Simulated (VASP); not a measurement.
Computed with PBE GGA, VASP's PBE PAW potentials (set 64) (plane waves; VASP).

The input files of a VASP run:

### INCAR
```
NELM=100
ISIF=3   # ions, shape and volume
SIGMA=0.05   # width (eV)
LCHARG=.FALSE.
PREC=Accurate
ALGO=Normal
ISMEAR=0   # Gaussian
EDIFFG=-0.02   # ionic stop
LWAVE=.FALSE.
SYSTEM=AlN
EDIFF=1E-6
LREAL=.FALSE.
LASPH=.TRUE.   # aspherical one-centre terms
IBRION=2
GGA=PE   # PBE
NSW=40
PSTRESS=200
ENCUT=620   # plane-wave cut-off (eV)
```

**POSCAR**
```
AlN
1
    0.0000000000     2.1376232280     2.1376232280
    2.1376232280    -0.0000000000     2.1376232280
    2.1376232280     2.1376232280     0.0000000000
Al N
1 1
Direct
  0.0000000000   0.0000000000   0.0000000000
  0.2500000000   0.2500000000   0.2500000000
```

**KPOINTS**
```
K-points
0
G
  11 11 11
0 0 0
```

POTCAR, in this order: Al N (PBE.64 set). Program: vasp_std.

Output

OSZICAR:
```
       N       E                     dE             d eps       ncg     rms          rms(c)
DAV:   1     0.162375494291E+02    0.16238E+02   -0.45459E+03   920   0.974E+02
DAV:   2    -0.165468612763E+02   -0.32784E+02   -0.31007E+02  1200   0.172E+02
DAV:   3    -0.172570039393E+02   -0.71014E+00   -0.71014E+00  1088   0.316E+01
DAV:   4    -0.172589792270E+02   -0.19753E-02   -0.19753E-02  1400   0.155E+00
DAV:   5    -0.172589816582E+02   -0.24313E-05   -0.24313E-05  1104   0.401E-02    0.894E+00
DAV:   6    -0.147681312378E+02    0.24909E+01   -0.13321E+01  1064   0.257E+01    0.301E+00
DAV:   7    -0.147512673375E+02    0.16864E-01   -0.14271E-01   984   0.364E+00    0.206E+00
DAV:   8    -0.147453855398E+02    0.58818E-02   -0.17627E-02  1000   0.195E+00    0.391E-01
DAV:   9    -0.147451337559E+02    0.25178E-03   -0.69828E-04  1344   0.223E-01    0.208E-01
DAV:  10    -0.147452285045E+02   -0.94749E-04   -0.26041E-04   960   0.141E-01    0.392E-02
DAV:  11    -0.147452255446E+02    0.29599E-05   -0.11643E-05  1112   0.270E-02    0.134E-02
DAV:  12    -0.147452259015E+02   -0.35687E-06   -0.10407E-06   816   0.107E-02
   1 F= -.12306613E+02 E0= -.12306613E+02  d E =-.123066E+02
```

### OUTCAR
```
------------------------ aborting loop because EDIFF is reached ----------------------------------------
  FORCE on cell =-STRESS in cart. coord.  units (eV):
  Direction    XX          YY          ZZ          XY          YZ          ZX
  --------------------------------------------------------------------------------------
  Total        2.4249262      2.4249262      2.4249262      0.0000000     -0.0000000      0.0000000
  in kB      198.8774931    198.8774931    198.8774931      0.0000000     -0.0000000      0.0000000
  external PRESSURE =      -1.1225069 kB  Pullay stress =     200.0000000 kB
  volume of cell :       19.54
      direct lattice vectors                 reciprocal lattice vectors
     0.000000000  2.137623228  2.137623228    -0.233904644  0.233904644  0.233904644
     2.137623228  0.000000000  2.137623228     0.233904644 -0.233904644  0.233904644
     2.137623228  2.137623228  0.000000000     0.233904644  0.233904644 -0.233904644
  FREE ENERGIE OF THE ION-ELECTRON SYSTEM (eV)
  ---------------------------------------------------
  free  energy   TOTEN  =       -14.7452259015 eV

  energy  without entropy=      -14.7452259015  energy(sigma->0) =      -14.74522590
  enthalpy is  TOTEN    =       -12.3066128777 eV   P V=        2.4386130238

 reached required accuracy - stopping structural energy minimisation
```
(Selected blocks of OUTCAR.)

OUTCAR:
```
 val. band max:        6.5934416693   @ k =   0.0000   0.0000   0.0000

 cond. band min:      10.0740845714   @ k =   0.4545   0.4545   0.0000


 Fermi energy:         6.8078920766

 k-point     1 :       0.0000    0.0000    0.0000
  band No.  band energies     occupation
      1      -8.7703      2.00000
      2       6.5934      2.00000
      3       6.5934      2.00000
      4       6.5934      2.00000
      5      11.3731      0.00000
      6      19.8059      0.00000
      7      19.8059      0.00000
      8      19.8059      0.00000

 k-point     2 :       0.0909    0.0000    0.0000
  band No.  band energies     occupation
      1      -8.6397      2.00000
      2       5.9058      2.00000
      3       6.5501      2.00000
      4       6.5501      2.00000
      5      11.9212      0.00000
      6      19.4754      0.00000
      7      19.9296      0.00000
      8      19.9296      0.00000

 k-point     3 :       0.1818    0.0000    0.0000
  band No.  band energies     occupation
      1      -8.2630      2.00000
      2       4.4437      2.00000
      3       6.4383      2.00000
      4       6.4383      2.00000
      5      12.9426      0.00000
      6      18.7446      0.00000
      7      19.9048      0.00000
      8      19.9048      0.00000

 k-point     4 :       0.2727    0.0000    0.0000
  band No.  band energies     occupation
      1      -7.6948      2.00000
      2       2.8429      2.00000
      3       6.3012      2.00000
      4       6.3012      2.00000
      5      13.7950      0.00000
      6      17.9770      0.00000
      7      19.2661      0.00000
      8      19.2661      0.00000

 k-point     5 :       0.3636    0.0000    0.0000
  band No.  band energies     occupation
      1      -7.0579      2.00000
      2       1.4453      2.00000
      3       6.1834      2.00000
      4       6.1834      2.00000
      5      14.3067      0.00000
      6      17.3415      0.00000
      7      18.5824      0.00000
...
```

The compound is AlN in the zinc blende structure, a metastable form; wurtzite is the usual one. It was relaxed first under an external pressure of 20 GPa.
